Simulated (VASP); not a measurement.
Consider the following.

```
CELL_PARAMETERS angstrom
      0.00000     1.89423     1.89423
      1.89423     0.00000     1.89423
      1.89423     1.89423     0.00000
ATOMIC_POSITIONS crystal
  Rh 0.00000 0.00000 0.00000
```

The numbers are results of PBE GGA with D4 dispersion, VASP's PBE PAW potentials (set 64) (plane waves; VASP), not measurements. Run with 520 eV cut-off, Gaussian smearing of 0.050 eV, potentials Rh_pv.

Problem. Give the energies of bands 4 to 9 at the high-symmetry points, in eV from the Fermi level.

Solution. 
```tsv
band	Γ	X	U	L	W
4	-8.03	-6.42	-5.60	-6.21	-5.10
5	-3.13	-6.04	-4.83	-3.21	-3.86
6	-3.13	0.56	-2.09	-3.21	-3.86
7	-3.13	1.01	-0.70	0.58	-1.23
8	-1.00	1.01	0.38	0.58	1.01
9	-1.00	3.29	7.96	0.73	9.72
```

It has no gap at this level: it comes out as a metal or semimetal.

The compound is Rh in the fcc structure. It was relaxed first.
